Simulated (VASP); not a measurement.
Cu (space group Fm-3m): the measured cell of entry 9013014 of the Crystallography Open Database is

```
Cu
1.0
    0.00000     1.80650     1.80650
    1.80650     0.00000     1.80650
    1.80650     1.80650     0.00000
Cu
1
Direct
  0.00000   0.00000   0.00000
```

Level of theory: r2SCAN+rVV10, VASP's PBE PAW potentials (set 64) (plane waves; VASP). Settings: 400 eV cut-off, 20×20×20 Γ-centred mesh, tetrahedra with Blöchl corrections, potentials Cu.

The calculation is for a static lattice at zero pressure; the measurement, at 293 K, holds thermal and zero-point expansion. The entry's conditions were not checked, so it may have been measured under pressure.

How far does the relaxed conventional cell lie from the measured one?

```csv
,measured,computed,difference
a (Å),3.613,3.564,-1.4 %
V (Å³/atom),11.79,11.32,-4.0 %
```

The structure comes from a measured Cu entry (Fm-3m) of the Crystallography Open Database, whose conditions weren't checked. It was relaxed first. Symmetry was kept, so distortions that lower it aren't found.
